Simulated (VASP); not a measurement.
A VASP calculation is set up with these files.

POSCAR:
```
SnSe2
1
    1.9431000000    -3.3655480000     0.0000000000
    1.9431000000     3.3655480000     0.0000000000
    0.0000000000     0.0000000000     6.2628000000
Sn Se
1 2
Direct
  0.0000000000   0.0000000000   0.0000000000
  0.3333330000   0.6666670000   0.2500000000
  0.6666670000   0.3333330000   0.7500000000
```

INCAR:
```
SYSTEM = SnSe2
PREC = Accurate
ENCUT = 180
EDIFF = 1E-6
NELM = 100
ALGO = Normal
LREAL = .FALSE.
LASPH = .TRUE.
ISMEAR = 0
SIGMA = 0.05
GGA = PE
LMAXMIX = 4
LWAVE = .FALSE.
LCHARG = .FALSE.
ISIF = 3
IBRION = 2
NSW = 40
EDIFFG = -0.01
```

KPOINTS:
```
Automatic mesh
0
Gamma
5 5 3
0 0 0
```

POTCAR, in this order: Sn_d Se (PBE.64 set). Program: vasp_std.

Q: Does this input run properly? What does VASP do?

A: There is a fault: ENCUT is too low for a cell relaxation, so Pulay stress biases the volume. The run ends without an error. Against the sound run, the energy per atom (σ→0) decreases by 0.077 eV/atom; the pressure drops by 0.02 GPa; the largest force falls by 0.001 eV/Å; the volume falls by 21 %.

File standard output:
```
...
DAV:   1    -0.123063983150E+02   -0.26920E+00   -0.10644E+01   436   0.308E+01    0.279E+00
DAV:   2    -0.121197670847E+02    0.18663E+00   -0.68510E-01   494   0.899E+00    0.149E+00
DAV:   3    -0.120609484515E+02    0.58819E-01   -0.12939E-01   491   0.420E+00    0.459E-01
DAV:   4    -0.120581383343E+02    0.28101E-02   -0.12173E-02   465   0.986E-01    0.192E-01
DAV:   5    -0.120580232357E+02    0.11510E-03   -0.11010E-03   460   0.291E-01    0.916E-02
DAV:   6    -0.120580197764E+02    0.34593E-05   -0.23778E-04   459   0.149E-01    0.140E-02
DAV:   7    -0.120580208630E+02   -0.10866E-05   -0.21957E-05   473   0.383E-02    0.836E-03
DAV:   8    -0.120580210660E+02   -0.20299E-06   -0.14034E-06   341   0.131E-02
   7 F= -.12058021E+02 E0= -.12058021E+02  d E =-.208264E-01
 trial-energy change:   -0.020826  1 .order   -0.022380   -0.067633    0.022874
 step:   0.7962(harm=  0.8186)  dis= 0.02029  next Energy=   -12.061177 (dE=-0.240E-01)
 bond charge predicted
       N       E                     dE             d eps       ncg     rms          rms(c)
DAV:   1    -0.120803189406E+02   -0.22298E-01   -0.82946E-01   445   0.910E+00    0.759E-01
DAV:   2    -0.120663307817E+02    0.13988E-01   -0.52480E-02   497   0.254E+00    0.418E-01
DAV:   3    -0.120616380875E+02    0.46927E-02   -0.97834E-03   490   0.122E+00    0.128E-01
DAV:   4    -0.120613874292E+02    0.25066E-03   -0.96272E-04   474   0.298E-01    0.476E-02
DAV:   5    -0.120613701223E+02    0.17307E-04   -0.10573E-04   481   0.846E-02    0.191E-02
DAV:   6    -0.120613674195E+02    0.27028E-05   -0.17537E-05   491   0.426E-02    0.430E-03
DAV:   7    -0.120613676280E+02   -0.20849E-06   -0.10820E-06   289   0.888E-03
   8 F= -.12061368E+02 E0= -.12061368E+02  d E =-.241730E-01
 curvature:  -0.61 expect dE=-0.196E-01 dE for cont linesearch -0.178E-06
 trial: gam= 0.52282 g(F)=  0.925E-03 g(S)=  0.315E-01 ort = 0.164E-03 (trialstep = 0.104E+01)
 search vector abs. value=  0.578E-01
 bond charge predicted
       N       E                     dE             d eps       ncg     rms          rms(c)
DAV:   1    -0.121768372866E+02   -0.11547E+00   -0.56880E+00   430   0.228E+01    0.213E+00
DAV:   2    -0.120914147510E+02    0.85423E-01   -0.33671E-01   440   0.549E+00    0.108E+00
DAV:   3    -0.120578524724E+02    0.33562E-01   -0.75489E-02   488   0.275E+00    0.343E-01
DAV:   4    -0.120558775205E+02    0.19750E-02   -0.80078E-03   417   0.765E-01    0.131E-01
DAV:   5    -0.120555955771E+02    0.28194E-03   -0.78521E-04   498   0.318E-01    0.511E-02
DAV:   6    -0.120555792285E+02    0.16349E-04   -0.15479E-04   467   0.124E-01    0.170E-02
DAV:   7    -0.120555798706E+02   -0.64211E-06   -0.95840E-06   550   0.253E-02
   9 F= -.12055580E+02 E0= -.12055580E+02  d E =0.578776E-02
 trial-energy change:    0.005788  1 .order    0.005755   -0.033710    0.045221
 step:   0.4423(harm=  0.4423)  dis= 0.00798  next Energy=   -12.068566 (dE=-0.720E-02)
 bond charge predicted
       N       E                     dE             d eps       ncg     rms          rms(c)
DAV:   1    -0.121076792512E+02   -0.52100E-01   -0.18349E+00   422   0.124E+01    0.124E+00
DAV:   2    -0.120798477358E+02    0.27832E-01   -0.10813E-01   449   0.312E+00    0.618E-01
DAV:   3    -0.120692059267E+02    0.10642E-01   -0.23617E-02   505   0.165E+00    0.207E-01
DAV:   4    -0.120685457727E+02    0.66015E-03   -0.28344E-03   432   0.507E-01    0.751E-02
DAV:   5    -0.120684705957E+02    0.75177E-04   -0.28033E-04   506   0.180E-01    0.318E-02
DAV:   6    -0.120684702725E+02    0.32320E-06   -0.63171E-05   484   0.821E-02    0.781E-03
DAV:   7    -0.120684705599E+02   -0.28745E-06   -0.17349E-06   294   0.120E-02
  10 F= -.12068471E+02 E0= -.12068471E+02  d E =-.710293E-02
 curvature:  -0.39 expect dE=-0.108E-04 dE for cont linesearch -0.146E-06
 ZBRENT: interpolating
 opt :   0.4335  next Energy=   -12.068471 (dE=-0.710E-02)
 bond charge predicted
       N       E                     dE             d eps       ncg     rms          rms(c)
DAV:   1    -0.120684773365E+02   -0.70641E-05   -0.41092E-04   425   0.189E-01    0.182E-02
DAV:   2    -0.120684714929E+02    0.58436E-05   -0.24280E-05   442   0.515E-02    0.936E-03
DAV:   3    -0.120684689787E+02    0.25142E-05   -0.57103E-06   448   0.276E-02    0.312E-03
DAV:   4    -0.120684689257E+02    0.52949E-07   -0.64800E-07   208   0.749E-03
  11 F= -.12068469E+02 E0= -.12068469E+02  d E =-.710130E-02
 curvature:  -0.39 expect dE=-0.385E-05 dE for cont linesearch -0.175E-05
 trial: gam=-0.00707 g(F)=  0.545E-06 g(S)=  0.932E-05 ort = 0.509E-03 (trialstep = 0.915E+00)
 search vector abs. value=  0.555E-05
 reached required accuracy - stopping structural energy minimisation
```

OUTCAR:
```
------------------------ aborting loop because EDIFF is reached ----------------------------------------
  FORCE on cell =-STRESS in cart. coord.  units (eV):
  Direction    XX          YY          ZZ          XY          YZ          ZX
  --------------------------------------------------------------------------------------
  Total        0.0109566      0.0109566     -0.0184222      0.0000000     -0.0000000      0.0000000
  in kB        0.2510556      0.2510556     -0.4221202      0.0000000     -0.0000000      0.0000000
  external PRESSURE =       0.0266636 kB  Pullay stress =       0.0000000 kB
  volume of cell :       69.92
      direct lattice vectors                 reciprocal lattice vectors
     1.863110315 -3.227001791 -0.000000000     0.268368435 -0.154942585 -0.000000000
     1.863110315  3.227001791  0.000000000     0.268368435  0.154942585 -0.000000000
     0.000000000  0.000000000  5.814978824     0.000000000 -0.000000000  0.171969672
 POSITION                                       TOTAL-FORCE (eV/Angst)
 -----------------------------------------------------------------------------------
      0.00000     -0.00000      0.00000        -0.000000     -0.000000      0.000000
      1.86311      1.07567      1.60676        -0.000000     -0.000000     -0.002378
      1.86311     -1.07567      4.20821         0.000000      0.000000      0.002378
 -----------------------------------------------------------------------------------
    total drift:                                0.000000     -0.000000      0.000000
  FREE ENERGIE OF THE ION-ELECTRON SYSTEM (eV)
  ---------------------------------------------------
  free  energy   TOTEN  =       -12.0684689257 eV

  energy  without entropy=      -12.0684689249  energy(sigma->0) =      -12.06846893

 reached required accuracy - stopping structural energy minimisation
```
(Selected blocks of OUTCAR.)

To mend it, set ENCUT = 400.

The mended run (PBE GGA, plane waves, VASP's PBE PAW potentials (set 64)) converges, and its OSZICAR ends with
```
  13 F= -.11837603E+02 E0= -.11837603E+02  d E =-.359645E-04
```

The compound is SnSe2 in the 1T layered structure.
